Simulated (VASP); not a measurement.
Data:

```xyz
1
Lattice="-1.6256 1.6256 1.6256 1.6256 -1.6256 1.6256 1.6256 1.6256 -1.6256" Properties=species:S:1:pos:R:3 pbc="T T T"
Ti     0.0000     0.0000     0.0000
```

Level of theory: r2SCAN meta-GGA, VASP's PBE PAW potentials (set 64) (plane waves; VASP). Numerical set-up: 400 eV cut-off, 18×18×18 Γ-centred mesh, tetrahedra with Blöchl corrections, potentials Ti_sv.

**Question.** Estimate the energy per atom (σ→0), band gap (over mesh and band path) with the smallest direct gap where there is one.

**Answer.** 
```
Property                                                               Value
----------------------------------  ----------------------------------------
band gap (over mesh and band path)  none (metal, semimetal or under 0.01 eV)
energy per atom (σ→0)                                        -12.806 eV/atom
```

The absolute energy has meaning only against runs of the same code, potentials and settings.

The structure was generated: Ti was put into the bcc type (Im-3m), which need not be its known phase. It was relaxed first.
